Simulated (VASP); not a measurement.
VASP input:

**INCAR**
```
ALGO  =  Normal
EDIFF  =  1E-6
EDIFFG  =  -0.02
ENCUT  =  620
GGA  =  PS
IBRION  =  2
ISIF  =  3
ISMEAR  =  1
LASPH  =  T
LCHARG  =  F
LMAXMIX  =  4
LREAL  =  F
LWAVE  =  F
NELM  =  100
NSW  =  40
PREC  =  Accurate
PSTRESS  =  200
SIGMA  =  0.1
SYSTEM  =  CuF
```

### POSCAR
```
CuF
1
    2.6164936972     0.0000000000    -0.0000000000
    0.0000000000     2.6164936972    -0.0000000000
   -0.0000000000     0.0000000000     2.6164936972
Cu F
1 1
Direct
  0.0000000000   0.0000000000   0.0000000000
  0.5000000000   0.5000000000   0.5000000000
```

**KPOINTS**
```
kpoints
0
Gamma
14 14 14
0 0 0
```

POTCAR, in this order: Cu F (PBE.64 set). Program: vasp_std.

**Question.** Translate this PBEsol calculation to Ansatz.

**Answer.** One equivalent input (not run):
Ansatz 0.2 input:
```yaml
crystal:
  lattice:
    - [2.6164937, 0.0000000, 0.0000000]
    - [0.0000000, 2.6164937, 0.0000000]
    - [0.0000000, 0.0000000, 2.6164937]
  atoms:
    - { symbol: Cu, position: [0.0000000, 0.0000000, 0.0000000] }
    - { symbol: F, position: [0.5000000, 0.5000000, 0.5000000] }
kpoints:
  mp_grid: { grid: [14, 14, 14] }
hamiltonian:
  xc: pbesol
  pseudopotentials: { kind: paw }
scf:
  occupations: { method: methfessel_paxton, width: 0.1 }
  max_iter: 100
relax:
  max_steps: 40
  f_tol: 0.02
  cell: { p_target: 20 }
output: { forces: true, stress: true, eigenvalues: true }
```
Limits of the translation: each code has its own PAW files, so the cut-off isn't converted (ENCUT is set for VASP's; basis.ecutwfc is left out, and Ansatz then takes the one that its files recommend); Ansatz stops its SCF on the density residual and VASP on the energy change (EDIFF).

The structure was generated: CuF was put into the CsCl type type (Pm-3m), which need not be its known phase. It was relaxed first under an external pressure of 20 GPa.
